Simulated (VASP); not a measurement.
All values below come from PBE GGA, VASP's PBE PAW potentials (set 64) (plane waves; VASP).

Input for VASP

KPOINTS:
```
Automatic mesh
0
Gamma
6 6 3
0 0 0
```

POSCAR:
```
TiSe
7.0684230
  0.6105866896   0.0000000000   0.0000000000
 -0.3052932740   0.5287835773   0.0000000000
  0.0000000000   0.0000000000   1.0000000000
Ti Se
2 2
direct
  0.6666670000   0.3333330000   0.0000000000
  0.3333330000   0.6666670000   0.5000000000
  0.6666670000   0.3333330000   0.6252000000
  0.3333330000   0.6666670000   0.1252000000
```

**INCAR**
```
SYSTEM  =  TiSe
PREC  =  Accurate; ENCUT  =  400; LREAL  =  .False.
LASPH  =  .True.
EDIFF  =  1E-8; NELM  =  100; ALGO  =  Normal
LMAXMIX  =  4
ISMEAR  =  0; SIGMA  =  0.05
GGA  =  PE
ISIF  =  2
LWAVE  =  .False.; LCHARG  =  .False.
```

POTCAR, in this order: Ti_sv Se (PBE.64 set). Program: vasp_std.

Problem. What will the output report for the number of irreducible k-points (NKPTS), number of bands (NBANDS), largest plane-wave count, number of space-group operations, FFT grid (NGX, NGY, NGZ)?

Solution. 
```json
{
  "number of irreducible k-points (NKPTS)": "14",
  "number of bands (NBANDS)": "22",
  "largest_plane_wave_count": "2082",
  "number_of_space_group_operations": "12",
  "FFT grid (NGX, NGY, NGZ)": "28 × 28 × 48"
}
```

The structure was generated: TiSe was put into the wurtzite type (P6_3mc), which need not be its known phase. The cell was not relaxed at this level. The run is one of a series of settings (EDIFF = 1E-8 against the base run), some of them coarse on purpose.
